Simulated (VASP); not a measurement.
Here is the system:

```xyz
2
Lattice="0.0000 2.7318 2.7318 2.7318 0.0000 2.7318 2.7318 2.7318 0.0000" Properties=species:S:1:pos:R:3 pbc="T T T"
Zn     0.0000     0.0000     0.0000
Se     1.3659     1.3659     1.3659
```

Level of theory: LDA (Ceperley-Alder, Perdew-Zunger), VASP's LDA PAW potentials (set 64) (plane waves; VASP). Numerical set-up: 520 eV cut-off, 8×8×8 Γ-centred mesh, Gaussian smearing of 0.050 eV, potentials Zn Se.

Give the stress tensor in GPa (positive for a compressed cell).

```
5.06  0.00  0.00
0.00  5.06  0.00
0.00  0.00  5.06
```
The pressure is its mean diagonal, 5.06 GPa.

The compound is ZnSe in the zinc blende structure. This cell is one point of a volume scan, at 0.94 of the reference volume.
